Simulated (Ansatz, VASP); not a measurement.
## Ti (linear Ti chain) in two plane-wave programs

One calculation is typed for both programs; each brings its own data sets. How far apart do they land? The cell is taken from a series of runs on this material, whose earlier steps may have relaxed, scaled, displaced or heated it; both programs get it as it stands.

Main program and level: Ansatz 0.2.0; plane waves, with VASP 6.6.1 beside it; single point at LDA.

### Step 1. Set-up

The cell holds 1 atom: 1 Ti. Its edges and angles: a = 7.500 Å, b = 7.500 Å, c = 2.211 Å, α = 90.0°, β = 90.0°, γ = 90.0°. Vacuum lies along a and b. The structure's axis is c.

### Step 2. Ansatz: single point, LDA, pair 1

Ansatz runs on its default PAW (the set named soft_2) files.

A single point gives forces, pressure and levels at one fixed geometry, so differences don't come from the geometry; what else differs is listed under the comparison.

Input file input.yaml:

```yaml
crystal:
  lattice:
    - [7.5, 0.0, 0.0]
    - [0.0, 7.5, 0.0]
    - [0.0, 0.0, 2.2113347004]
  atoms:
    - { symbol: Ti, position: [0.5, 0.5, 0.0], spin: 0.36 }
magnetization:
  spin_polarized: true
kpoints:
  mp_grid: { grid: [1, 1, 37] }
scf:
  occupations: { method: fermi_dirac, width: 0.05 }
hamiltonian:
  xc: lda
output:
  transmission:
    e_range: [-2, 2]
    de: 0.035
    kmesh: [1, 1]
    reduced_basis: true
    leads: [[0, 0]]
  stress: true
```

The run is started by

```console
> ansatz run input.yaml --threads 4 --pin off --max-ram 8192MiB --backend cpu --events-out ev --progress --plain --runs-dir out
```

Numbers of over 12 decimals in the logs are rounded to 6 here.

The program printed:

```text
Engine: ansatz 0.2.0, x86_64-unknown-linux-gnu
Pseudopotentials: kind: paw
Pseudopotential: Ti, paw, valence charge 12, recommended cutoff 420 eV (normal), Ti.paw.azcp
Functional definition: SPW92
  exchange = slater_x
  correlation = pw_c
Crystal: 1 atoms, lattice volume = 124.388 Å³
Basis set: ecut = 420 eV, 2463 PW (Γ)
Bands: 11, of which v1, the nominal top of the filled ones, is band 6 counted from 1 (5 counted from 0)
Symmetry: 16 space group operations
Space group: P4/mmm (ITA 123), of the structure as read, at distance tolerance 5.0e-5 Å
Magnetic group: BNS 123.339 (UNI 999), of the structure as read, at distance tolerance 5.0e-5 Å
k-points: 19 of 37
Non-local potential: Ti, projectors of the file, l = 0: 3, l = 1: 2, l = 2: 3, l = 3: 1
PAW form: soft (Blöchl's): semilocal exchange-correlation on the pseudo side does not see the compensation charge
PAW frozen core: Ti, regenerated for the run's functional, and the local potential with it (the file was generated under x = pbe(κ = 0.804, μ = 0.219515), c = pbe(β = 0.066725))
PAW one-centre angular grid: Ti, 590 points (default); XC on 64 Gauss nodes
Initial density: superposition of atomic densities (neutral atoms: chi_scale 0, normalization atom)
Starting moments: Σ|m| = 0.36 μB on 1 of 1 site
Initial wavefunctions: pseudopotential atomic-orbital guess
Functional: x = slater, c = lda
SCF iter   1: F=—  HF=-2445.103952 eV  |F-HF|=—  |Δ(HF+E_count)|=         —  Δρ=1.89e-2 (↑1.73e-2 ↓1.89e-2)  dr2=2.74e0  dr2_m=1.34e-2  M=0.539 μB ∫|m|=0.539 μB  β_m=0.30  ethr=3.10e-3  ⟨swp⟩=5.7  Hψ=2586  notcnv=0
Mixer restart at iter 1: flushing history
preconditioner: auto → LDOS  [metal: Δε(μ)=0.041 eV  Ē_g=3.473 eV  σ=0.050 eV  W_gap=0.20  n_scr=12 (ndim 8)  ℏωp=6.7 eV  f_vac=0.552  D(μ)=2.87/eV (n_scr^D=20)]
spin=Collinear: LDOS preconditioning applied to the charge; magnetization (m = ρ↑ − ρ↓) channel mixes plain (no charge-response kernel on spin).
SCF iter   2: F=—  HF=-2445.686736 eV  |F-HF|=—  |Δ(HF+E_count)|=   5.83e-1  Δρ=1.10e-2 (↑1.06e-2 ↓1.10e-2)  dr2=1.12e0  dr2_m=1.19e-2  M=0.606 μB ∫|m|=0.606 μB  β_m=0.54  ethr=3.10e-3  ⟨swp⟩=2.8  Hψ=1065  notcnv=0  defer=10
SCF iter   3: F=—  HF=-2446.450971 eV  |F-HF|=—  |Δ(HF+E_count)|=   7.64e-1  Δρ=1.81e-3 (↑1.81e-3 ↓1.35e-3)  dr2=1.05e-2  dr2_m=3.87e-4  M=0.675 μB ∫|m|=0.675 μB  β_m=0.65  ethr=3.10e-3  ⟨swp⟩=3.7  Hψ=1104  notcnv=0  defer=10
SCF iter   4: F=—  HF=-2446.480467 eV  |F-HF|=—  |Δ(HF+E_count)|=   2.95e-2  Δρ=5.68e-4 (↑5.68e-4 ↓5.00e-4)  dr2=5.99e-4  dr2_m=1.19e-4  M=0.697 μB ∫|m|=0.697 μB  β_m=0.77  ethr=8.79e-5  ⟨swp⟩=2.3  Hψ=731  notcnv=0  defer=10
SCF iter   5: F=—  HF=-2446.482795 eV  |F-HF|=—  |Δ(HF+E_count)|=   2.33e-3  Δρ=2.06e-4 (↑1.60e-4 ↓2.06e-4)  dr2=4.03e-5  dr2_m=2.56e-5  M=0.712 μB ∫|m|=0.712 μB  β_m=0.88  ethr=4.99e-6  ⟨swp⟩=2.0  Hψ=511  notcnv=0  defer=10
SCF iter   6: F=—  HF=-2446.482892 eV  |F-HF|=—  |Δ(HF+E_count)|=   9.66e-5  Δρ=1.40e-4 (↑1.40e-4 ↓6.07e-5)  dr2=1.34e-5  dr2_m=9.16e-6  M=0.721 μB ∫|m|=0.721 μB  β_m=0.81  ethr=3.36e-7  ⟨swp⟩=2.3  Hψ=663  notcnv=0  defer=10
SCF iter   7: F=—  HF=-2446.482890 eV  |F-HF|=—  |Δ(HF+E_count)|=   2.03e-6  Δρ=4.62e-5 (↑4.62e-5 ↓3.35e-5)  dr2=7.82e-7  dr2_m=1.69e-6  M=0.722 μB ∫|m|=0.722 μB  β_m=0.90  ethr=1.11e-7  ⟨swp⟩=2.6  Hψ=674  notcnv=0  defer=10
SCF iter   8: F=—  HF=-2446.482891 eV  |F-HF|=—  |Δ(HF+E_count)|=   1.14e-6  Δρ=9.20e-6 (↑9.20e-6 ↓4.67e-6)  dr2=9.30e-8  dr2_m=4.34e-8  M=0.723 μB ∫|m|=0.724 μB  β_m=0.95  ethr=6.51e-9  ⟨swp⟩=2.9  Hψ=666  notcnv=0  defer=10
SCF iter   9: F=—  HF=-2446.482891 eV  |F-HF|=—  |Δ(HF+E_count)|=   6.47e-8  Δρ=4.96e-7 (↑4.96e-7 ↓3.81e-7)  dr2=4.99e-10  dr2_m=1.00e-10  M=0.724 μB ∫|m|=0.724 μB  β_m=0.98  ethr=7.75e-10  ⟨swp⟩=2.9  Hψ=652  notcnv=0  defer=10
SCF iter  10: F=-2446.482891 eV  HF=-2446.482891 eV  |F-HF|=4.55e-12  |Δ(HF+E_count)|=  9.94e-10  Δρ=9.42e-8 (↑9.42e-8 ↓5.24e-8)  dr2=2.26e-11  dr2_m=4.27e-12  M=0.724 μB ∫|m|=0.724 μB  ethr=4.16e-12  ⟨swp⟩=3.0  Hψ=1536  notcnv=0
SCF 1 converged in 10 iterations: F = -2446.482891 eV  dr2 = 2.26e-11
  greatest PAW one-centre occupation: 0.999 electrons in one spin orbital (limit 2), on the Ti atom at site 0 (counted from 0), in its partial waves of l = 0
transmission: 6 of 36 steps passed
transmission: 9 of 36 steps passed
[...]
transmission: 36 of 36 steps passed
SCF converged after 10 iterations
Magnetization: 0.7236 μB (6.3618 up, 5.6382 down)
Absolute magnetization: 0.7239 μB (∫|ρ↑−ρ↓|, with the PAW one-centre terms)
Spin contamination: 0.0004 ħ² per cell (⟨S²⟩ above its minimum at these occupations)
Per-site moments (μB) at R_I (Å): [(0.400124, 0.912176)]
Free energy (F): -2446.482891 eV
Harris-Foulkes:  -2446.482891 eV  (|F-HF|=4.55e-12)
Internal energy: -2446.463998 eV  (E = F + TS)
E sigma→0 (E₀):  -2446.473445 eV
Entropy (-TS):   -0.018893 eV (-18.893 meV/atom)
Fermi energy:    -1.289528 eV
--- Per-component energies (eV) ---
  E_band       = -327.214529
  E_kinetic    = 274.910732
  E_local      = -2577.025230  (includes V_loc(G=0)·N_el)
  E_nonlocal   = 17.769944
  E_hartree    = 1125.881792
  E_xc         = -93.691733
  E_vxc        = -117.799587  (∫ρ·V_xc dr)
  E_paw        = -1002.261013  (= ΣΔE_a)
  E_vpaw       = -176.833836  (= ΣTr[D̂ρ^β])
  E_aug_tail   = 0.000108  (compensation charges beyond the density's cutoff)
  E_ewald      = -192.374547
  E_core_change = 0.325950  (= ΣΔE_core)
  E_smearing   = -0.018893  (= −TS)
  E_closure    = -0.000000  (closes the sum)
  Σ components = -2446.482891   (vs F -2446.482891, Δ=0.00e0)
--- Stress (GPa, compression-positive) ---
       -0.423307       0.000000       0.000000
        0.000000      -0.423307       0.000000
        0.000000       0.000000      -1.644351
  P = ⅓ Tr σ = -0.8303 GPa (-8.303 kbar)
--- Band table (eV; the first three rows and the last of 38) ---
  k-point 0 ↑: bands = [... 2 lower, -34.5464, -32.1969, -3.8524, -2.7378, -1.5811, -1.5227, -0.1417, -0.1417, ... 1 higher]
  k-point 1 ↑: bands = [... 2 lower, -34.5433, -32.2225, -3.8093, -2.7083, -1.5689, -1.5110, -0.1420, -0.1420, ... 1 higher]
  k-point 2 ↑: bands = [... 2 lower, -34.5339, -32.2982, -3.6835, -2.6176, -1.5328, -1.4762, -0.1462, -0.1462, ... 1 higher]
  k-point 18 ↓: bands = [... 2 lower, -33.5735, -33.5735, -2.5804, -2.5804, 0.8948, 0.9013, 2.1590, 4.2210, ... 1 higher]
--- Transmission ---
  basis      : 497 plane waves across, 3 finite elements along
  points     : 1, standing for a mesh of 1 x 1
  filling    : by the input's occupations and mesh, since the crystals that have channels conduct as metals do. If one of these is a semiconductor, that mesh has misplaced its level
  energies   : 115 from -2.000000 to 1.990000 eV about the Fermi level, 0.035000 eV apart; the leads are filled to 0.000000 eV, and channels, transmission and decay are at -0.005000 eV
  crystal 0  : Ti1, at the sites [0, 0], period 2.2113 Å: whole cells are its period
    offset         : up to 0.0000 Å between an atom of the period and one for which it stands
    filled         : 5.9 meV over the level at which it is neutral
    channels       : 6.000000e0 up, 4.000000e0 down
    conductance    : 6.8875e14 S/m² at 300 K; may be off by some 0.0 % by where its bands' edges are placed, 0.0 % from the distance to neutral
```

### Step 3. VASP: single point, LDA, pair 1

The same cell, functional (in two slightly different forms), mesh and smearing now go to VASP, with its own data sets.

Lines of VASP's logs that name or quote its potential files are left out, and so is its time.

Input file INCAR:

```
SYSTEM = Ti
PREC = Accurate
ENCUT = 500
EDIFF = 1E-06
NELM = 200
ISMEAR = -1
SIGMA = 0.05
LREAL = .FALSE.
ALGO = Normal
GGA = PW92
NBANDS = 13
ISPIN = 2
MAGMOM = 0.4
LASPH = .TRUE.
LMAXMIX = 4
LORBIT = 11
LWAVE = .FALSE.
LCHARG = .FALSE.
ISIF = 2
GGA_COMPAT = .FALSE.
```

Input file POSCAR:

```
Ti
1.0
    7.5000000000      0.0000000000      0.0000000000
    0.0000000000      7.5000000000      0.0000000000
    0.0000000000      0.0000000000      2.2113347004
Ti
1
Direct
    0.5000000000      0.5000000000      0.0000000000
```

Input file KPOINTS:

```
Automatic mesh
0
Gamma
1 1 37
0 0 0
```

The projector-augmented-wave data sets are Ti_sv (LDA family, release 64).

The run is started by

```console
> mpirun -np 1 vasp_std
```

The program printed:

```text
[banner, memory and clock lines left out]
running    1 mpi-ranks, on    1 nodes
 distrk:  each k-point on    1 cores,    1 groups
 distr:  one band on    1 cores,    1 groups

 POSCAR found type information on POSCAR Ti
 POSCAR found :  1 types and       1 ions
|                                                                             |
|               ----> ADVICE to this user running VASP <----                  |
|                                                                             |
|     You enforced a specific xc type in the INCAR file but a different       |
|     [... a line on the potential file left out ...]
|     I HOPE YOU KNOW WHAT YOU ARE DOING!                                     |
|                                                                             |

 LDA part: xc-table for (Slater(with rela. corr.)+PW92), standard interpolation
 POSCAR, INCAR and KPOINTS ok, starting setup
 FFT: planning ... GRIDC
 FFT: planning ... GRID_SOFT
 FFT: planning ... GRID
 WAVECAR not read
 entering main loop
       N       E                     dE             d eps       ncg     rms          rms(c)
DAV:   1     0.586251856025E+02    0.58625E+02   -0.63219E+03  1276   0.678E+02
DAV:   2     0.318647967269E+01   -0.55439E+02   -0.50495E+02  1279   0.176E+02
DAV:   3    -0.470220407194E+01   -0.78887E+01   -0.70513E+01  1759   0.522E+01
DAV:   4    -0.531177119231E+01   -0.60957E+00   -0.60422E+00  1179   0.129E+01
DAV:   5    -0.534432858488E+01   -0.32557E-01   -0.32550E-01  1413   0.252E+00    0.747E+00
DAV:   6    -0.479433168763E+01    0.55000E+00   -0.33925E-01  1058   0.670E+00    0.356E+00
DAV:   7    -0.470565362764E+01    0.88678E-01   -0.19028E-01  1175   0.473E+00    0.124E+00
DAV:   8    -0.471418807856E+01   -0.85345E-02   -0.14197E-02  1209   0.113E+00    0.748E-01
DAV:   9    -0.471867749557E+01   -0.44894E-02   -0.17258E-03  1241   0.446E-01    0.395E-01
DAV:  10    -0.472384844543E+01   -0.51709E-02   -0.13424E-03  1246   0.390E-01    0.112E-01
DAV:  11    -0.472523273532E+01   -0.13843E-02   -0.67039E-04  1128   0.166E-01    0.566E-02
DAV:  12    -0.472542666198E+01   -0.19393E-03   -0.14175E-04  1189   0.746E-02    0.296E-02
DAV:  13    -0.472553066498E+01   -0.10400E-03   -0.73152E-05  1200   0.563E-02    0.181E-02
DAV:  14    -0.472557997374E+01   -0.49309E-04   -0.11266E-05  1259   0.178E-02    0.993E-03
DAV:  15    -0.472562549799E+01   -0.45524E-04   -0.10654E-05  1104   0.106E-02    0.907E-03
DAV:  16    -0.472564840844E+01   -0.22910E-04   -0.82839E-06  1200   0.123E-02    0.272E-03
DAV:  17    -0.472565142836E+01   -0.30199E-05   -0.87424E-07  1048   0.395E-03    0.146E-03
DAV:  18    -0.472565225036E+01   -0.82200E-06   -0.19923E-07   884   0.231E-03
   1 F= -.47256523E+01 E0= -.47161884E+01  d E =-.189277E-01  mag=     0.7321
```

From OUTCAR (step 3):

```text
ion  position               nearest neighbor table
   1  0.500  0.500  0.000-

  LATTYP: Found a simple tetragonal cell.
 ALAT       =     7.5000000000
 C/A-ratio  =     0.2948446267

 Subroutine GETGRP returns: Found 16 space group operations
 (whereof 16 operations were pure point group operations)

The static configuration has the point symmetry D_4h.

 Found     19 irreducible k-points:

   k-points           NKPTS =     19   k-points in BZ     NKDIM =     19   number of bands    NBANDS=     13

   dimension x,y,z NGX =    56 NGY =   56 NGZ =   16
   dimension x,y,z NGXF=   112 NGYF=  112 NGZF=   32

   ENCUT  =  500.0 eV  36.75 Ry    6.06 a.u.  13.67 13.67  4.03*2*pi/ulx,y,z

   NELECT =      12.0000    total number of electrons

 k-points in reciprocal lattice and weights: Automatic mesh
   0.00000000  0.00000000  0.00000000       0.027
   0.00000000  0.00000000  0.02702703       0.054
   0.00000000  0.00000000  0.05405405       0.054
   0.00000000  0.00000000  0.08108108       0.054
   0.00000000  0.00000000  0.10810811       0.054
   0.00000000  0.00000000  0.13513514       0.054
   0.00000000  0.00000000  0.16216216       0.054
   0.00000000  0.00000000  0.18918919       0.054
   0.00000000  0.00000000  0.21621622       0.054
[...]
0.00000000  0.00000000  0.45945946       0.054
   0.00000000  0.00000000  0.48648649       0.054

 average (electrostatic) potential at core
       1 -82.3805

 E-fermi :  -1.9875

 spin component 1
 k-point     1 :       0.0000    0.0000    0.0000
  band No.  band energies     occupation
    ...
      4     -32.8580      1.00000
      5      -4.5622      1.00000
      6      -3.4288      1.00000
      7      -2.2831      0.99730
      8      -2.2255      0.99151
      9      -0.8266      0.00000
     10      -0.8266      0.00000
     11       1.2829      0.00000
     12       2.1178      0.00000
     13       2.4188      0.00000

 k-point     2 :       0.0000    0.0000    0.0270
  band No.  band energies     occupation
    ...
      4     -32.8836      1.00000
      5      -4.5190      1.00000
      6      -3.3991      1.00000
      7      -2.2711      0.99657
      8      -2.2139      0.98930
      9      -0.8269      0.00000
     10      -0.8269      0.00000
     11       1.3045      0.00000
     12       2.1392      0.00000
     13       2.3812      0.00000

 k-point     3 :       0.0000    0.0000    0.0541
  band No.  band energies     occupation
    ...
      4     -32.9594      1.00000
      5      -4.3928      1.00000
      6      -3.3084      1.00000
      7      -2.2351      0.99297
      8      -2.1792      0.97881
      9      -0.8311      0.00000
     10      -0.8311      0.00000
     11       1.3692      0.00000
     12       2.2814      0.00000
     13       2.2816      0.00000

 k-point     4 :       0.0000    0.0000    0.0811
  band No.  band energies     occupation
    ...
      4     -33.0821      1.00000
      5      -4.1939      1.00000
      6      -3.1506      1.00000
      7      -2.1759      0.97739
      8      -2.1220      0.93642
      9      -0.8482      0.00000
     10      -0.8482      0.00000
     11       1.4771      0.00000
     12       2.1515      0.00000
     13       2.1515      0.00000

 k-point     5 :       0.0000    0.0000    0.1081
  band No.  band energies     occupation
    ...
      4     -33.2471      1.00000
      5      -3.9390      1.00000
      6      -2.9159      1.00000
      7      -2.0945      0.89476
      8      -2.0435      0.75383
      9      -0.8928      0.00000
     10      -0.8928      0.00000
     11       1.6283      0.00000
     12       2.0291      0.00000
     13       2.0291      0.00000

 k-point     6 :       0.0000    0.0000    0.1351
  band No.  band energies     occupation
    ...
      3     -35.1500      1.00000
      4     -33.4481      1.00000
      5      -3.6484      1.00000
      6      -2.5939      0.99999
      7      -1.9927      0.52605
      8      -1.9451      0.29971
      9      -0.9820      0.00000
     10      -0.9820      0.00000
     11       1.8228      0.00000
     12       1.9514      0.00000
    ...

  Total       -0.3385565     -0.3385565     -1.1753958      0.0000000      0.0000000      0.0000000
  in kB       -4.3607853     -4.3607853    -15.1397150      0.0000000      0.0000000      0.0000000
  external PRESSURE =      -7.9537619 kB  Pullay stress =       0.0000000 kB

  energy-cutoff  :      500.00
  volume of cell :      124.39
      direct lattice vectors                 reciprocal lattice vectors
     7.500000000  0.000000000  0.000000000     0.133333333  0.000000000  0.000000000
     0.000000000  7.500000000  0.000000000     0.000000000  0.133333333  0.000000000
     0.000000000  0.000000000  2.211334700     0.000000000  0.000000000  0.452215578

 POSITION                                       TOTAL-FORCE (eV/Angst)
 -----------------------------------------------------------------------------------
      3.75000      3.75000      0.00000         0.000000      0.000000      0.000000
 -----------------------------------------------------------------------------------
    total drift:                                0.000000      0.000000      0.000000

  FREE ENERGIE OF THE ION-ELECTRON SYSTEM (eV)
  ---------------------------------------------------
  free  energy   TOTEN  =        -4.7256522504 eV

  energy  without entropy=       -4.7067245453  energy(sigma->0) =       -4.71618840

 total charge
# of ion       s       p       d       tot
------------------------------------------
    1        2.249   5.967   2.330  10.546

 magnetization (x)
# of ion       s       p       d       tot
------------------------------------------
    1        0.011   0.009   0.488   0.508

[... 6 further parts left out ...]
```

### Step 4. Differences

Known differences besides the potentials themselves: VASP starts from the moments at which Ansatz ended; the cutoff is 420 eV in Ansatz and 500 eV in VASP; VASP's log shows a relativistic correction to its local exchange, Ansatz's none; site moments are counted in spheres of each program's own size. Total energies have different zeros and are not compared.

The two programs side by side:

| quantity | Ansatz | VASP | difference |
| --- | --- | --- | --- |
| pressure (GPa) | -0.83 | -0.80 | -0.03 |
| total moment (μB) | 0.72 | 0.73 | -0.01 |
| moment on Ti1 (μB) | 0.40 | 0.51 | -0.11 |

### Step 5. Ansatz: single point, LDA, pair 2

A single point gives forces, pressure and levels at one fixed geometry, so differences don't come from the geometry; what else differs is listed under the comparison. The cell compared in this pair holds 129.17 Å³, against 124.39 Å³ for the pair before.

The cell is taken from a series of runs on this material, whose earlier steps may have relaxed, scaled, displaced or heated it; both programs get it as it stands.

input.yaml, as its differences from that of step 2:

```diff
@@ -4,3 +4,3 @@
     - [0.0, 7.5, 0.0]
-    - [0.0, 0.0, 2.2113347004]
+    - [0.0, 0.0, 2.2963860351]
   atoms:
@@ -10,3 +10,3 @@
 kpoints:
-  mp_grid: { grid: [1, 1, 37] }
+  mp_grid: { grid: [1, 1, 35] }
 scf:
```

The run is started by

```console
> ansatz run input.yaml --threads 4 --pin off --max-ram 8192MiB --backend cpu --events-out ev --progress --plain --runs-dir out
```

The program printed:

```text
[...]
Crystal: 1 atoms, lattice volume = 129.172 Å³
Basis set: ecut = 420 eV, 2527 PW (Γ)
Bands: 11, of which v1, the nominal top of the filled ones, is band 6 counted from 1 (5 counted from 0)
Symmetry: 16 space group operations
[...]
k-points: 18 of 35
[...]
Starting moments: Σ|m| = 0.36 μB on 1 of 1 site
[...]
--- Transmission ---
  basis      : 497 plane waves across, 3 finite elements along
  points     : 1, standing for a mesh of 1 x 1
[...]
crystal 0  : Ti1, at the sites [0, 0], period 2.2964 Å: whole cells are its period
[...]
filled         : 3.2 meV over the level at which it is neutral
    channels       : 6.000000e0 up, 4.000000e0 down
[...]
[key lines of the parts left out:]
SCF converged after 10 iterations
Magnetization: 0.7880 μB (6.3940 up, 5.6060 down)
Free energy (F): -2446.417615 eV
Fermi energy:    -1.357421 eV
P = ⅓ Tr σ = -1.1835 GPa (-11.835 kbar)
```

(Part 1 of 2 ends here.)

[Lines on the potential files, build, host, timing and source positions are cut from VASP's logs without a mark.]

[Logs are printed without paths, hosts, clocks, repeated set-up lines and the standing remarks that a program may print on its own settings, such as how far it seeks lower states.]

[Hosts, paths, dates, database ids (printed as entryN), source tags and the programs' standing remarks are cut or masked in the printed files.]
